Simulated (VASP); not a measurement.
Given:

```xyz
3
Lattice="0.0000 2.7300 2.7300 2.7300 0.0000 2.7300 2.7300 2.7300 0.0000" Properties=species:S:1:pos:R:3 pbc="T T T"
Ca     0.0000     0.0000     0.0000
F      1.3650     1.3650     1.3650
F      4.0950     4.0950     4.0950
```

Level of theory: PBE GGA, VASP's PBE PAW potentials (set 64) (plane waves; VASP). Settings: 475 eV cut-off, 8×8×8 Γ-centred mesh, Gaussian smearing of 0.050 eV, potentials Ca_sv F.

At this cut-off the stress carries a Pulay error, which pulls relaxed volumes low.

### Question
What does the run give for the energy per atom (σ→0), pressure, band gap (on the k-mesh) with the smallest direct gap where there is one?

### Answer

- band gap (on the k-mesh) = 7.29 eV
- smallest direct gap (on the k-mesh) = 7.54 eV
- energy per atom (σ→0) = -5.777 eV/atom
- pressure = 1.77 GPa

The absolute energy has meaning only against runs of the same code, potentials and settings.

The compound is CaF2 in the fluorite structure. The cell was not relaxed at this level. The run is one of a series of settings (ENCUT = 475 against the base run), some of them coarse on purpose.
